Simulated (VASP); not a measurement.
Calculation: LDA (Ceperley-Alder, Perdew-Zunger), VASP's LDA PAW potentials (set 64) (plane waves; VASP).

VASP input:

### POSCAR
```
Al3Sc
1.0
  4.1615000000   0.0000000000   0.0000000000
  0.0000000000   4.1615000000   0.0000000000
  0.0000000000   0.0000000000   4.1615000000
Sc Al
1 3
Direct
  0.0000000000   0.0000000000   0.0000000000
  0.0000000000   0.5000000000   0.5000000000
  0.5000000000   0.0000000000   0.5000000000
  0.5000000000   0.5000000000   0.0000000000
```

### INCAR
```
SYSTEM = Al3Sc
PREC = Accurate
ENCUT = 300
EDIFF = 1E-6
NELM = 100
ALGO = Normal
LREAL = .FALSE.
LASPH = .TRUE.
ISMEAR = -1
SIGMA = 0.1
LMAXMIX = 4
LWAVE = .FALSE.
LCHARG = .FALSE.
ISIF = 2
```

File KPOINTS:
```
K-points
0
Gamma
 7 7 7
```

POTCAR, in this order: Sc_sv Al (LDA.64 set). Program: vasp_std.

The resulting files:

File OSZICAR:
```
       N       E                     dE             d eps       ncg     rms          rms(c)
DAV:   1     0.744383132137E+02    0.74438E+02   -0.62157E+03   608   0.844E+02
DAV:   2    -0.180353647828E+02   -0.92474E+02   -0.90542E+02   658   0.316E+02
DAV:   3    -0.221469934179E+02   -0.41116E+01   -0.38951E+01   878   0.523E+01
DAV:   4    -0.222398960194E+02   -0.92903E-01   -0.92674E-01   726   0.798E+00
DAV:   5    -0.222420467673E+02   -0.21507E-02   -0.21502E-02   864   0.132E+00    0.818E+00
DAV:   6    -0.212381374476E+02    0.10039E+01   -0.54323E+00   948   0.270E+01    0.276E+00
DAV:   7    -0.211781260411E+02    0.60011E-01   -0.14259E-01   876   0.382E+00    0.172E+00
DAV:   8    -0.211470574883E+02    0.31069E-01   -0.62245E-02   936   0.234E+00    0.296E-01
DAV:   9    -0.211471868719E+02   -0.12938E-03   -0.17848E-02   916   0.176E+00    0.242E-01
DAV:  10    -0.211463146805E+02    0.87219E-03   -0.34875E-03   964   0.693E-01    0.677E-02
DAV:  11    -0.211463064375E+02    0.82430E-05   -0.47852E-05   704   0.565E-02    0.372E-02
DAV:  12    -0.211462796986E+02    0.26739E-04   -0.15951E-04   930   0.151E-01    0.415E-03
DAV:  13    -0.211462799431E+02   -0.24450E-06   -0.14898E-06   456   0.117E-02
   1 F= -.21146280E+02 E0= -.21121770E+02  d E =-.490206E-01
```

### OUTCAR
```
------------------------ aborting loop because EDIFF is reached ----------------------------------------
  FORCE on cell =-STRESS in cart. coord.  units (eV):
  Direction    XX          YY          ZZ          XY          YZ          ZX
  --------------------------------------------------------------------------------------
  Total       -3.4272331     -3.4272331     -3.4272331     -0.0000000      0.0000000      0.0000000
  in kB      -76.1911498    -76.1911498    -76.1911498     -0.0000000      0.0000000      0.0000000
  external PRESSURE =     -76.1911498 kB  Pullay stress =       0.0000000 kB
  volume of cell :       72.07
      direct lattice vectors                 reciprocal lattice vectors
     4.161500000  0.000000000  0.000000000     0.240297969  0.000000000  0.000000000
     0.000000000  4.161500000  0.000000000     0.000000000  0.240297969  0.000000000
     0.000000000  0.000000000  4.161500000     0.000000000  0.000000000  0.240297969
 POSITION                                       TOTAL-FORCE (eV/Angst)
 -----------------------------------------------------------------------------------
      0.00000      0.00000      0.00000         0.000000      0.000000      0.000000
      0.00000      2.08075      2.08075         0.000000      0.000000      0.000000
      2.08075      0.00000      2.08075         0.000000      0.000000      0.000000
      2.08075      2.08075      0.00000         0.000000      0.000000      0.000000
 -----------------------------------------------------------------------------------
    total drift:                                0.000000      0.000000      0.000000
  FREE ENERGIE OF THE ION-ELECTRON SYSTEM (eV)
  ---------------------------------------------------
  free  energy   TOTEN  =       -21.1462799431 eV

  energy  without entropy=      -21.0972593574  energy(sigma->0) =      -21.12176965
```
(Selected blocks of OUTCAR.)

At this cut-off the stress carries a Pulay error, which pulls relaxed volumes low.

The structure is a typed Al3Sc crystal (Pm-3m). The cell was not relaxed at this level.
